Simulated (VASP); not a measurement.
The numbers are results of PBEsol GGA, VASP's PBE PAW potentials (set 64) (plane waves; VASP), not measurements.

A VASP calculation is set up with these files.

**POSCAR**
```
MgS
1
   -0.0000000000     2.5405760297     2.5405760297
    2.5405760297    -0.0000000000     2.5405760297
    2.5405760297     2.5405760297    -0.0000000000
Mg S
1 1
Direct
  0.0000000000   0.0000000000   0.0000000000
  0.5000000000   0.5000000000   0.5000000000
```

### INCAR
```
SYSTEM = MgS
PREC = Accurate; ENCUT = 480; LREAL = .FALSE.
LASPH = .TRUE.
EDIFF = 1E-7; NELM = 100; ALGO = Normal
ISMEAR = 0; SIGMA = 0.05
GGA = PS
IBRION = 2; NSW = 40; ISIF = 3
EDIFFG = -0.01; PSTRESS = 50
LWAVE = .FALSE.; LCHARG = .FALSE.
```

**KPOINTS**
```
Automatic mesh
0
Gamma
8 8 8
0 0 0
```

POTCAR, in this order: Mg S (PBE.64 set). Program: vasp_std.

Output of the run:

File OSZICAR:
```
       N       E                     dE             d eps       ncg     rms          rms(c)
DAV:   1     0.194138778385E+02    0.19414E+02   -0.35470E+03   488   0.761E+02
DAV:   2    -0.841741005040E+01   -0.27831E+02   -0.26843E+02   576   0.103E+02
DAV:   3    -0.939181107295E+01   -0.97440E+00   -0.97440E+00   544   0.255E+01
DAV:   4    -0.939637630262E+01   -0.45652E-02   -0.45652E-02   792   0.201E+00
DAV:   5    -0.939637833935E+01   -0.20367E-05   -0.20367E-05   544   0.388E-02    0.444E+00
DAV:   6    -0.908928660322E+01    0.30709E+00   -0.74302E-01   496   0.432E+00    0.339E+00
DAV:   7    -0.904805895437E+01    0.41228E-01   -0.20237E-01   576   0.237E+00    0.205E+00
DAV:   8    -0.904593430705E+01    0.21246E-02   -0.77662E-03   536   0.708E-01    0.681E-01
DAV:   9    -0.904584676651E+01    0.87541E-04   -0.28976E-04   608   0.139E-01    0.221E-01
DAV:  10    -0.904585117904E+01   -0.44125E-05   -0.34503E-05   632   0.378E-02    0.485E-02
DAV:  11    -0.904585244341E+01   -0.12644E-05   -0.57267E-07   632   0.671E-03    0.120E-02
DAV:  12    -0.904585230864E+01    0.13477E-06   -0.42257E-08   440   0.133E-03    0.377E-03
DAV:  13    -0.904585225377E+01    0.54876E-07   -0.13385E-08   288   0.712E-04
   1 F= -.80223566E+01 E0= -.80223566E+01  d E =-.802236E+01
```

### OUTCAR
```
------------------------ aborting loop because EDIFF is reached ----------------------------------------
  FORCE on cell =-STRESS in cart. coord.  units (eV):
  Direction    XX          YY          ZZ          XY          YZ          ZX
  --------------------------------------------------------------------------------------
  Total        1.0241943      1.0241943      1.0241943      0.0000000      0.0000000     -0.0000000
  in kB       50.0341317     50.0341317     50.0341317      0.0000000      0.0000000     -0.0000000
  external PRESSURE =       0.0341317 kB  Pullay stress =      50.0000000 kB
  volume of cell :       32.80
      direct lattice vectors                 reciprocal lattice vectors
     0.000000000  2.540576030  2.540576030    -0.196805761  0.196805761  0.196805761
     2.540576030  0.000000000  2.540576030     0.196805761 -0.196805761  0.196805761
     2.540576030  2.540576030  0.000000000     0.196805761  0.196805761 -0.196805761
 POSITION                                       TOTAL-FORCE (eV/Angst)
 -----------------------------------------------------------------------------------
      0.00000      0.00000      0.00000         0.000000      0.000000     -0.000000
      2.54058      2.54058      2.54058        -0.000000     -0.000000      0.000000
 -----------------------------------------------------------------------------------
    total drift:                                0.000000      0.000000      0.000000
  FREE ENERGIE OF THE ION-ELECTRON SYSTEM (eV)
  ---------------------------------------------------
  free  energy   TOTEN  =        -9.0458522538 eV

  energy  without entropy=       -9.0458522538  energy(sigma->0) =       -9.04585225
  enthalpy is  TOTEN    =        -8.0223565919 eV   P V=        1.0234956619

 reached required accuracy - stopping structural energy minimisation
```
(Selected blocks of OUTCAR.)

The compound is MgS in the rock salt structure. It was relaxed first under an external pressure of 5 GPa.
